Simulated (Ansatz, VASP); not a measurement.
## Two plane-wave programs on W3N4

Contents of INCAR:

```
PREC = Accurate ; ENCUT = 520
EDIFF = 1E-6 ; ISMEAR = -1
SIGMA = 0.1 ; LREAL = False
LASPH = True ; NELM = 150
ALGO = Normal ; ISIF = 2
LWAVE = False ; LCHARG = False
ISPIN = 2 ; MAGMOM = 0 0 0 0 1 1 1
LORBIT = 11 ; LMAXMIX = 4
GGA = PE ; NBANDS = 44
```

Contents of KPOINTS:

```
Automatic mesh
0
Gamma
  5 5 5
```

File POSCAR:

```
W3N4
1.0
    4.1220000000      0.0000000000      0.0000000000
    0.0000000000      4.1220000000      0.0000000000
    0.0000000000      0.0000000000      4.1220000000
N W
4 3
Direct
    0.5000000000      0.5000000000      0.5000000000
    0.5000000000      0.0000000000      0.0000000000
    0.0000000000      0.5000000000      0.0000000000
    0.0000000000      0.0000000000      0.5000000000
    0.5000000000      0.5000000000      0.0000000000
    0.0000000000      0.5000000000      0.5000000000
    0.5000000000      0.0000000000      0.5000000000
```

Input for Ansatz:

```yaml
crystal:
  lattice:
    - [4.122, 0.0, 0.0]
    - [0.0, 4.122, 0.0]
    - [0.0, 0.0, 4.122]
  atoms:
    - { symbol: "N", position: [0.5, 0.5, 0.5] }
    - { symbol: "N", position: [0.5, 0.0, 0.0] }
    - { symbol: "N", position: [0.0, 0.5, 0.0] }
    - { symbol: "N", position: [0.0, 0.0, 0.5] }
    - { symbol: W, position: [0.5, 0.5, 0.0], spin: 1.0 }
    - { symbol: W, position: [0.0, 0.5, 0.5], spin: 1.0 }
    - { symbol: W, position: [0.5, 0.0, 0.5], spin: 1.0 }
magnetization:
  spin_polarized: true
hamiltonian:
  xc: pbe
  pseudopotentials: { kind: paw }
basis:
  ecutwfc: 420
kpoints:
  mp_grid: { grid: [5, 5, 5] }
scf:
  occupations: { method: fermi_dirac, width: 0.1 }
  lower_state_search: "off"
output:
  forces: true
  stress: true
```

Alike in both runs: task single point; functional PBE; k mesh 5 × 5 × 5; occupations fermi-dirac, width 0.1 eV; collinear spin.

|  | VASP | Ansatz |
| --- | --- | --- |
| version | VASP 6.6.1 | Ansatz 0.2.0 |
| potentials or method | VASP PAW PBE potentials, release 64 (N, W_sv) | PAW, plane waves, scalar-relativistic |
| plane-wave cutoff (eV) | 520 | 420 |
| valence electrons in the cell | 62 | 62 |

```csv
,VASP,Ansatz,Ansatz less VASP
net moment per atom (μB),0.00,0.00,0.000
```

Ansatz warned: «seeded_moment_not_kept».

 Spin-orbit coupling is left out, which matters for the levels of W.
